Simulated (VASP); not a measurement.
Write the native input for VASP 6.6.1 that does the following.

```
Task                   : band structure
Functional             : PBE
Potentials or basis    : VASP PAW PBE potentials, release 64 (Al, Ni)
Cutoff                 : 520 eV
k mesh                 : 14 × 14 × 14
Occupations            : methfessel-paxton, width 0.1 eV
Spin                   : no spin polarisation
Further INCAR settings : ALGO = Fast; EDIFF = 1e-06; NBANDS = 14
```

The structure of AlNi lies in POSCAR:

```
AlNi                                    
1.0
    2.8928585332      0.0000000000      0.0000000000
    0.0000000000      2.8928585332      0.0000000000
    0.0000000000      0.0000000000      2.8928585332
  Al              Ni            
     1     1
Direct
     0.0000000000000000    0.0000000000000000    0.0000000000000000
     0.5000000000000000    0.5000000000000000    0.5000000000000000
```

One way to write it, as run:

INCAR

```
SYSTEM = AlNi
ALGO = Fast
EDIFF = 1E-6
ENCUT = 520
GGA = PE
ICORELEVEL = 1
ISIF = 2
ISMEAR = 1
LASPH = .TRUE.
LCHARG = .FALSE.
LMAXMIX = 4
LREAL = .FALSE.
LWAVE = .FALSE.
NBANDS = 14
NELM = 80
PREC = Accurate
SIGMA = 0.1
```

KPOINTS

```
k-points
0
G
  14 14 14
  0 0 0
```

KPOINTS_OPT

```
explicit points
64
Reciprocal
 0.0000000000  0.0000000000  0.0000000000 1
 0.0000000000  0.0555555556  0.0000000000 1
 0.0000000000  0.1111111111  0.0000000000 1
 0.0000000000  0.1666666667  0.0000000000 1
 0.0000000000  0.2222222222  0.0000000000 1
 0.0000000000  0.2777777778  0.0000000000 1
 0.0000000000  0.3333333333  0.0000000000 1
 0.0000000000  0.3888888889  0.0000000000 1
 0.0000000000  0.4444444444  0.0000000000 1
 0.0000000000  0.5000000000  0.0000000000 1
 0.0000000000  0.5000000000  0.0000000000 1
 0.0555555556  0.5000000000  0.0000000000 1
 0.1111111111  0.5000000000  0.0000000000 1
 0.1666666667  0.5000000000  0.0000000000 1
 0.2222222222  0.5000000000  0.0000000000 1
 0.2777777778  0.5000000000  0.0000000000 1
 0.3333333333  0.5000000000  0.0000000000 1
 0.3888888889  0.5000000000  0.0000000000 1
 0.4444444444  0.5000000000  0.0000000000 1
 0.5000000000  0.5000000000  0.0000000000 1
 0.5000000000  0.5000000000  0.0000000000 1
 0.4444444444  0.4444444444  0.0000000000 1
 0.3888888889  0.3888888889  0.0000000000 1
 0.3333333333  0.3333333333  0.0000000000 1
 0.2777777778  0.2777777778  0.0000000000 1
 0.2222222222  0.2222222222  0.0000000000 1
 0.1666666667  0.1666666667  0.0000000000 1
 0.1111111111  0.1111111111  0.0000000000 1
 0.0555555556  0.0555555556  0.0000000000 1
 0.0000000000  0.0000000000  0.0000000000 1
 0.0000000000  0.0000000000  0.0000000000 1
 0.0555555556  0.0555555556  0.0555555556 1
 0.1111111111  0.1111111111  0.1111111111 1
 0.1666666667  0.1666666667  0.1666666667 1
 0.2222222222  0.2222222222  0.2222222222 1
 0.2777777778  0.2777777778  0.2777777778 1
 0.3333333333  0.3333333333  0.3333333333 1
 0.3888888889  0.3888888889  0.3888888889 1
 0.4444444444  0.4444444444  0.4444444444 1
 0.5000000000  0.5000000000  0.5000000000 1
 0.5000000000  0.5000000000  0.5000000000 1
 0.4444444444  0.5000000000  0.4444444444 1
 0.3888888889  0.5000000000  0.3888888889 1
 0.3333333333  0.5000000000  0.3333333333 1
 0.2777777778  0.5000000000  0.2777777778 1
 0.2222222222  0.5000000000  0.2222222222 1
 0.1666666667  0.5000000000  0.1666666667 1
 0.1111111111  0.5000000000  0.1111111111 1
 0.0555555556  0.5000000000  0.0555555556 1
 0.0000000000  0.5000000000  0.0000000000 1
 0.5000000000  0.5000000000  0.0000000000 1
 0.5000000000  0.5000000000  0.0555555556 1
 0.5000000000  0.5000000000  0.1111111111 1
 0.5000000000  0.5000000000  0.1666666667 1
 0.5000000000  0.5000000000  0.2222222222 1
 0.5000000000  0.5000000000  0.2777777778 1
 0.5000000000  0.5000000000  0.3333333333 1
 0.5000000000  0.5000000000  0.3888888889 1
 0.5000000000  0.5000000000  0.4444444444 1
 0.5000000000  0.5000000000  0.5000000000 1
 0.0000000000  0.0000000000  0.0000000000 1
 0.5000000000  0.5000000000  0.0000000000 1
 0.5000000000  0.5000000000  0.5000000000 1
 0.0000000000  0.5000000000  0.0000000000 1
```

Potentials or basis: VASP PAW PBE potentials, release 64 (Al, Ni).

Run with:

```console
$ cat potpaw_PBE.64/Al/POTCAR potpaw_PBE.64/Ni/POTCAR > POTCAR
$ mpirun -np 1 vasp_std > vasp.out
```

It gave:

* Pressure: -0.1 GPa
* Band gap along the path: none (metal or under the smearing width)

Wall time 16 s on 1 thread of Intel(R) Xeon(R) 6975P-C (Granite Rapids), with other jobs on the host, peak memory 0.19 GiB.
